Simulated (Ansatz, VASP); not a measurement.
# LiH45C31S6N10O18F18: VASP beside Ansatz, part 3 of 3

Wanted: the spread between two codes on one cell, functional and k mesh. Of the first pair: The structure shown is frame 92 of Ansatz's trajectory.

VASP 6.6.1 and Ansatz 0.2.0.

So far. Step 6 (VASP: single point, LDA, pair 2): The run ends at a pressure of -1.22 GPa, with forces up to 4.1 eV/Å.

## Step 8: Ansatz: dynamics, LDA

Level of this step: Ansatz beside VASP: Kohn-Sham DFT, plane waves, LDA (Ansatz).

One frame of this run of dynamics is then solved in both programs, so the motion causes no difference.

The structure compared here is frame 276 of Ansatz's trajectory.

File input.yaml:

```yaml
crystal:
  lattice:
    - [11.59625, 0.0, 0.0]
    - [0.0, 11.59625, 0.0]
    - [0.0, 0.0, 11.59625]
  atoms:
    - { symbol: C, position: [0.68968, 0.82253, 0.68086] }
    - { symbol: "N", position: [0.77977, 0.8186, 0.77002] }
    - { symbol: C, position: [0.89737, 0.8178, 0.74296] }
    - { symbol: C, position: [0.9557, 0.80336, 0.84274] }
    - { symbol: "N", position: [0.87198, 0.8121, 0.92867] }
    - { symbol: C, position: [0.89854, 0.797, 0.05281] }
    - { symbol: C, position: [0.76481, 0.80639, 0.88215] }
    - { symbol: H, position: [0.70762, 0.7494, 0.62298] }
    - { symbol: H, position: [0.69517, 0.8966, 0.63348] }
    - { symbol: H, position: [0.60555, 0.80958, 0.70978] }
    - { symbol: H, position: [0.93396, 0.82123, 0.65794] }
    - { symbol: H, position: [0.04266, 0.79167, 0.8751] }
    - { symbol: H, position: [0.90838, 0.70932, 0.06261] }
    - { symbol: H, position: [0.82781, 0.83865, 0.09024] }
    - { symbol: H, position: [0.97543, 0.84275, 0.08904] }
    - { symbol: H, position: [0.68256, 0.80906, 0.92902] }
    - { symbol: C, position: [0.48715, 0.40768, 0.72098] }
    - { symbol: "N", position: [0.37193, 0.4481, 0.73802] }
    - { symbol: C, position: [0.33824, 0.56318, 0.74604] }
    - { symbol: C, position: [0.22745, 0.56044, 0.78495] }
    - { symbol: "N", position: [0.19274, 0.44712, 0.77924] }
    - { symbol: C, position: [0.07684, 0.41556, 0.80268] }
    - { symbol: C, position: [0.28659, 0.37888, 0.75981] }
    - { symbol: H, position: [0.49708, 0.33018, 0.76441] }
    - { symbol: H, position: [0.54639, 0.48043, 0.73851] }
    - { symbol: H, position: [0.49536, 0.37722, 0.63287] }
    - { symbol: H, position: [0.40652, 0.62134, 0.74081] }
    - { symbol: H, position: [0.16195, 0.62753, 0.79263] }
    - { symbol: H, position: [0.06811, 0.38853, 0.88549] }
    - { symbol: H, position: [0.05783, 0.34289, 0.74427] }
    - { symbol: H, position: [0.02117, 0.48229, 0.7688] }
    - { symbol: H, position: [0.28337, 0.2848, 0.76403] }
    - { symbol: C, position: [0.39421, 0.5918, 0.41074] }
    - { symbol: "N", position: [0.48535, 0.66976, 0.37129] }
    - { symbol: C, position: [0.59155, 0.62884, 0.32967] }
    - { symbol: C, position: [0.65934, 0.72111, 0.30727] }
    - { symbol: "N", position: [0.58758, 0.81826, 0.32756] }
    - { symbol: C, position: [0.6294, 0.93166, 0.32056] }
    - { symbol: C, position: [0.48511, 0.78404, 0.3731] }
    - { symbol: H, position: [0.42725, 0.50335, 0.42188] }
    - { symbol: H, position: [0.32682, 0.59558, 0.34436] }
    - { symbol: H, position: [0.34833, 0.63025, 0.48683] }
    - { symbol: H, position: [0.60311, 0.53608, 0.32118] }
    - { symbol: H, position: [0.74337, 0.73014, 0.26401] }
    - { symbol: H, position: [0.67154, 0.94837, 0.4031] }
    - { symbol: H, position: [0.54892, 0.98398, 0.30265] }
    - { symbol: H, position: [0.69535, 0.94111, 0.24898] }
    - { symbol: H, position: [0.41523, 0.83859, 0.40401] }
    - { symbol: C, position: [0.70525, 0.12215, 0.02384] }
    - { symbol: "N", position: [0.80489, 0.12771, 0.94656] }
    - { symbol: C, position: [0.91748, 0.13762, 0.98526] }
    - { symbol: C, position: [0.98134, 0.12886, 0.88599] }
    - { symbol: "N", position: [0.9076, 0.12436, 0.79536] }
    - { symbol: C, position: [0.93578, 0.11627, 0.67383] }
    - { symbol: C, position: [0.80048, 0.1196, 0.83463] }
    - { symbol: H, position: [0.73041, 0.08174, 0.09765] }
    - { symbol: H, position: [0.63802, 0.07056, 0.97976] }
    - { symbol: H, position: [0.66411, 0.20389, 0.04688] }
    - { symbol: H, position: [0.93257, 0.15003, 0.07591] }
    - { symbol: H, position: [0.07205, 0.14253, 0.86123] }
    - { symbol: H, position: [0.95091, 0.19969, 0.63151] }
    - { symbol: H, position: [0.85968, 0.06413, 0.6329] }
    - { symbol: H, position: [0.01565, 0.06485, 0.67039] }
    - { symbol: H, position: [0.72791, 0.09862, 0.78232] }
    - { symbol: C, position: [0.05087, 0.66281, 0.50303] }
    - { symbol: "N", position: [0.08815, 0.57335, 0.41982] }
    - { symbol: C, position: [0.11799, 0.46432, 0.45666] }
    - { symbol: C, position: [0.11925, 0.39953, 0.35769] }
    - { symbol: "N", position: [0.09744, 0.47345, 0.26303] }
    - { symbol: C, position: [0.08913, 0.44211, 0.14264] }
    - { symbol: C, position: [0.0726, 0.57697, 0.30386] }
    - { symbol: H, position: [0.04052, 0.74288, 0.44906] }
    - { symbol: H, position: [0.11587, 0.66647, 0.56706] }
    - { symbol: H, position: [0.96702, 0.63215, 0.54113] }
    - { symbol: H, position: [0.1164, 0.4509, 0.54847] }
    - { symbol: H, position: [0.13623, 0.30999, 0.34194] }
    - { symbol: H, position: [0.02647, 0.50172, 0.10517] }
    - { symbol: H, position: [0.05018, 0.35208, 0.14742] }
    - { symbol: H, position: [0.17053, 0.4451, 0.1021] }
    - { symbol: H, position: [0.02472, 0.64456, 0.25959] }
    - { symbol: O, position: [0.25856, 0.77101, 0.92626] }
    - { symbol: S, position: [0.26644, 0.75012, 0.04782] }
    - { symbol: O, position: [0.35992, 0.66796, 0.07125] }
    - { symbol: O, position: [0.15507, 0.72472, 0.10015] }
    - { symbol: C, position: [0.30997, 0.88756, 0.11853] }
    - { symbol: F, position: [0.23026, 0.97636, 0.11345] }
    - { symbol: F, position: [0.40115, 0.93059, 0.05817] }
    - { symbol: F, position: [0.34268, 0.88652, 0.23281] }
    - { symbol: O, position: [0.57739, 0.5388, 0.94282] }
    - { symbol: S, position: [0.66816, 0.52179, 0.03076] }
    - { symbol: O, position: [0.62841, 0.458, 0.13116] }
    - { symbol: O, position: [0.72636, 0.6264, 0.06643] }
    - { symbol: C, position: [0.78282, 0.4305, 0.96746] }
    - { symbol: F, position: [0.88188, 0.48828, 0.93314] }
    - { symbol: F, position: [0.73817, 0.37012, 0.87691] }
    - { symbol: F, position: [0.82147, 0.35135, 0.0498] }
    - { symbol: O, position: [0.956, 0.85535, 0.28796] }
    - { symbol: S, position: [0.9343, 0.97038, 0.33319] }
    - { symbol: O, position: [0.88501, 0.96835, 0.44543] }
    - { symbol: O, position: [0.86397, 0.03282, 0.25394] }
    - { symbol: C, position: [0.07831, 0.0397, 0.34615] }
    - { symbol: F, position: [0.15926, 0.95585, 0.33307] }
    - { symbol: F, position: [0.10254, 0.09381, 0.44486] }
    - { symbol: F, position: [0.1024, 0.11162, 0.2557] }
    - { symbol: O, position: [0.15518, 0.86683, 0.70433] }
    - { symbol: S, position: [0.26577, 0.90267, 0.66391] }
    - { symbol: O, position: [0.25023, 0.9767, 0.56409] }
    - { symbol: O, position: [0.3454, 0.80792, 0.64732] }
    - { symbol: C, position: [0.3325, 0.99699, 0.77902] }
    - { symbol: F, position: [0.28202, 0.98456, 0.88661] }
    - { symbol: F, position: [0.33052, 0.11639, 0.75444] }
    - { symbol: F, position: [0.44764, 0.97033, 0.79601] }
    - { symbol: O, position: [0.7025, 0.48403, 0.57356] }
    - { symbol: S, position: [0.77612, 0.38269, 0.57544] }
    - { symbol: O, position: [0.72173, 0.28536, 0.63747] }
    - { symbol: O, position: [0.8959, 0.40039, 0.61572] }
    - { symbol: C, position: [0.78943, 0.33827, 0.42482] }
    - { symbol: F, position: [0.84385, 0.41405, 0.34628] }
    - { symbol: F, position: [0.68732, 0.3099, 0.37104] }
    - { symbol: F, position: [0.86223, 0.24421, 0.42353] }
    - { symbol: O, position: [0.41037, 0.21764, 0.9382] }
    - { symbol: S, position: [0.33242, 0.27738, 0.01607] }
    - { symbol: O, position: [0.21028, 0.24754, 0.99484] }
    - { symbol: O, position: [0.36019, 0.39869, 0.01878] }
    - { symbol: C, position: [0.37721, 0.22569, 0.15982] }
    - { symbol: F, position: [0.33707, 0.12158, 0.18212] }
    - { symbol: F, position: [0.34907, 0.29643, 0.24848] }
    - { symbol: F, position: [0.49182, 0.20908, 0.15808] }
    - { symbol: Li, position: [0.44565, 0.53657, 0.04637] }
kpoints:
  mp_grid: { grid: [1, 1, 1] }
hamiltonian:
  xc: lda
scf:
  occupations: { method: fixed }
output:
  forces: true
md:
  timestep: 0.5
  n_steps: 276
  ensemble: nve
  temperature: 300
  initial_velocities: maxwell_boltzmann
  seed: 7479
```

Run with:

```console
$ ansatz run input.yaml --threads 4 --pin off --max-ram 8192MiB --backend cpu --events-out ev --progress --plain --runs-dir out
```

Numbers of over 12 decimals in the logs are rounded to 6 here.

Output:

```text
[...]
Crystal: 129 atoms, lattice volume = 1559.383 Å³
Basis set: ecut = 420 eV, 30551 PW (Γ)
Bands: 375, of which v1, the nominal top of the filled ones, is band 246 counted from 1 (245 counted from 0)
Symmetry: 1 space group operations
k-points: 1
[...]
atom   8  H     -0.33197769    -1.11029774    -1.01694269
[...]
atom 126  F     -0.01208728     1.35808301    -0.23082938
  atom 127  F     -0.29908271     1.70585088     1.40840021
  atom 128  F      0.66419344     0.45933294    -0.26226998
  atom 129  Li     0.26076275     0.42028915     0.25139772
  max |Σ_I F_I| component: 2.98e-4 eV/Å
--- MD trajectory: 276 steps, t = 0.0 → 138.0 fs ---
[...]
conserved energy: peak-to-peak 1.466e-2 eV (1.136e-4 eV/atom) over 138.0 fs
[key lines of the parts left out:]
SCF converged after 9 iterations
Free energy (F): -41654.543356 eV
Fermi energy:    -0.497598 eV
```

## Step 9: VASP: single point, LDA, pair 3

The same cell, functional (in two slightly different forms) and mesh now go to VASP, with its own data sets.

File INCAR:

```
SYSTEM = LiH45C31S6N10O18F18
PREC = Accurate
ENCUT = 650
EDIFF = 1E-06
NELM = 120
ISMEAR = 0
SIGMA = 0.01
LREAL = Auto
ALGO = Normal
GGA = PW92
NBANDS = 336
LORBIT = 11
LWAVE = .FALSE.
LCHARG = .FALSE.
ISIF = 2
LASPH = .TRUE.
GGA_COMPAT = .FALSE.
EFERMI = MIDGAP
NCORE = 4
```

File POSCAR:

```
LiH45C31S6N10O18F18
1.0
   11.5962500000      0.0000000000      0.0000000000
    0.0000000000     11.5962500000      0.0000000000
    0.0000000000      0.0000000000     11.5962500000
C N H O S F Li
31 10 45 18 6 18 1
Direct
    0.6404225504      0.8554575833      0.7469914843
    0.8553023607      0.8773612159      0.7319435162
    0.9472286299      0.8627444217      0.8033459092
    0.9569904064      0.7989824297      0.0157119759
    0.7903934462      0.8261636305      0.9016707987
    0.4995580468      0.3858747440      0.7216729546
    0.3601336639      0.5514800043      0.7254327908
    0.2485199957      0.5671316158      0.7479486903
    0.0798361539      0.4335539506      0.7980166002
    0.2801509109      0.3815974992      0.7536056915
    0.3902123531      0.6183550717      0.4553972189
    0.5839991377      0.6387409723      0.3494491754
    0.6432941684      0.7283216557      0.3051762423
    0.6298846610      0.9401228846      0.3311242859
    0.5007739571      0.7963436456      0.4009054651
    0.7074355934      0.1027314865      0.0004829147
    0.9273687615      0.0773008516      0.9986504258
    0.0032381158      0.0804742913      0.9132607524
    0.9980985232      0.1463921526      0.7017785922
    0.8381330171      0.1487808559      0.8406855665
    0.9940153067      0.6509518163      0.5204958500
    0.0923574431      0.4584413065      0.4824835615
    0.1433308182      0.4158758219      0.3835291581
    0.1461679422      0.4743171284      0.1770141209
    0.0734202867      0.5918292551      0.3454565053
    0.2871186806      0.8716352269      0.1106047214
    0.7702834968      0.4337091732      0.9827832273
    0.0536811469      0.0274054112      0.3353411663
    0.3346426647      0.0186137760      0.7264503611
    0.7907038913      0.3251223456      0.4242147246
[... 93 atom lines left out ...]
    0.6960698502      0.2870841867      0.3617635011
    0.8581567317      0.2308849844      0.4277934677
    0.3222507276      0.1733060257      0.1927260968
    0.3749832920      0.3530882829      0.2141985556
    0.4905982537      0.2261851892      0.1505227983
    0.4063210089      0.5432014660      0.9718443462
```

File KPOINTS:

```
Automatic mesh
0
Gamma
1 1 1
0 0 0
```

The projector-augmented-wave data sets are C, N, H, O, S, F and Li_sv (LDA family, release 64).

Run with:

```console
$ mpirun -np 16 vasp_gam
```

Output:

```text
[... set-up lines as in an earlier step ...]
 entering main loop
       N       E                     dE             d eps       ncg     rms          rms(c)
DAV:   1     0.476591213928E+04    0.47659E+04   -0.31403E+05   688   0.167E+03
DAV:   2    -0.399308025290E+03   -0.51652E+04   -0.49473E+04   832   0.369E+02
DAV:   3    -0.873105395836E+03   -0.47380E+03   -0.46977E+03   808   0.118E+02
DAV:   4    -0.886119628201E+03   -0.13014E+02   -0.12946E+02   856   0.193E+01
[...]
DAV:  17    -0.812270844298E+03   -0.26731E-04   -0.13901E-05   776   0.139E-02    0.648E-03
DAV:  18    -0.812270848160E+03   -0.38616E-05   -0.10959E-05   792   0.948E-03    0.292E-03
DAV:  19    -0.812270848981E+03   -0.82158E-06   -0.24090E-06   704   0.384E-03
   1 F= -.81227085E+03 E0= -.81227085E+03  d E =0.000000E+00
```

OUTCAR, selected parts (step 9):

```text
  FREE ENERGIE OF THE ION-ELECTRON SYSTEM (eV)
  ---------------------------------------------------
  free  energy   TOTEN  =      -812.2708489814 eV

  energy  without entropy=     -812.2708489814  energy(sigma->0) =     -812.27084898
```

The run ends at a pressure of -0.92 GPa, with forces up to 3.7 eV/Å.

## Step 10: Comparison

Forces on 10 of the 129 atoms, those with the largest forces and the largest differences (eV/Å; atoms numbered as in POSCAR):

```
atom          Ansatz x, y, z            VASP x, y, z
  C5   -2.818, 0.327, -1.008   -2.918, 0.305, -0.934
 C15   -3.144, -0.095, 1.714   -3.238, -0.024, 1.772
 C26   -0.539, 3.254, -0.361   -0.670, 2.778, -0.471
 C31  -0.576, -3.287, -0.902  -0.782, -3.326, -1.381
 O94    -1.561, 0.344, 2.184    -1.355, 0.208, 1.651
 O96   -2.224, -1.726, 0.807   -1.739, -1.483, 0.539
S107    1.816, 0.100, -2.549    1.581, 0.028, -2.345
S108    1.164, 2.496, -1.626    0.945, 2.183, -1.502
S110   -2.556, -2.409, 0.043  -2.342, -2.353, -0.319
F127    -0.299, 1.706, 1.408    -0.363, 2.211, 1.760
```

The forces differ by 151 meV/Å r.m.s., which is 16.3 % of the r.m.s. force of 0.922 eV/Å (both taken over all components).

## Step 11: Outcome

```yaml
r_m_s_force_difference_single_point_lda_pair_1: 14 % of the r.m.s. force
r_m_s_force_difference_single_point_lda_pair_2: 15 % of the r.m.s. force
r_m_s_force_difference_single_point_lda_pair_3: 16 % of the r.m.s. force
```

**Reading.** The r.m.s. force difference is 16 % of the r.m.s. force (single point, LDA, pair 3), beyond the 3 % picked in this series as the mark of a large difference. What causes the difference of the single point, LDA, pair 1 pair stays open here. What causes the difference of the single point, LDA, pair 2 pair stays open here. What causes the difference of the single point, LDA, pair 3 pair stays open here. How closely two codes agree says nothing of how well the functional describes the real material.

[Lines on the potential files, build, host, timing and source positions are cut from VASP's logs without a mark.]

[Logs are printed without paths, hosts, clocks, repeated set-up lines and the standing remarks that a program may print on its own settings, such as how far it seeks lower states.]

[Hosts, paths, dates, database ids (printed as entryN), source tags and the programs' standing remarks are cut or masked in the printed files.]
